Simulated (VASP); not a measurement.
VASP input:

INCAR:
```
SYSTEM = P
PREC = Accurate
ENCUT = 400
EDIFF = 1E-8
NELM = 100
ALGO = Normal
LREAL = .FALSE.
LASPH = .TRUE.
ISMEAR = 0
SIGMA = 0.05
METAGGA = R2SCAN
LMIXTAU = .TRUE.
LWAVE = .FALSE.
LCHARG = .FALSE.
IBRION = 1
ISIF = 2
NSW = 30
EDIFFG = -0.001
```

POSCAR:
```
P
1
    1.6498893611    -5.4798805593    -0.0000000000
    1.6498893611     5.4798805593     0.0000000000
    0.0000000000     0.0000000000     4.5461749817
P
4
Direct
  0.0954681748   0.9045318252   0.9109604393
  0.4045318252   0.5954681748   0.4109604393
  0.5954681748   0.4045318252   0.5890395607
  0.9045318252   0.0954681748   0.0890395607
```

File KPOINTS:
```
Automatic mesh
0
gamma
 6 6 5
```

POTCAR, in this order: P (PBE.64 set). Program: vasp_std.

Problem. Translate this r2SCAN calculation to Ansatz.

Solution. One equivalent input (not run):
Ansatz 0.2 input:
```yaml
crystal:
  lattice:
    - [1.6498894, -5.4798806, 0.0000000]
    - [1.6498894, 5.4798806, 0.0000000]
    - [0.0000000, 0.0000000, 4.5461750]
  atoms:
    - { symbol: P, position: [0.0954682, 0.9045318, 0.9109604] }
    - { symbol: P, position: [0.4045318, 0.5954682, 0.4109604] }
    - { symbol: P, position: [0.5954682, 0.4045318, 0.5890396] }
    - { symbol: P, position: [0.9045318, 0.0954682, 0.0890396] }
kpoints:
  mp_grid: { grid: [6, 6, 5] }
hamiltonian:
  xc: r2scan
  pseudopotentials: { kind: paw }
scf:
  occupations: { method: gaussian, width: 0.05 }
  max_iter: 100
relax:
  max_steps: 30
  f_tol: 0.001
output: { forces: true, stress: true, eigenvalues: true }
```
The two are equivalent in intent, not identical: each code has its own PAW files, so the cut-off isn't converted (ENCUT is set for VASP's; basis.ecutwfc is left out, and Ansatz then takes the one that its files recommend); Ansatz stops its SCF on the density residual and VASP on the energy change (EDIFF).

The compound is P in the black structure. This run relaxes the ions in a fixed cell. Symmetry was kept, so distortions that lower it aren't found. The start is the result of an earlier pass.
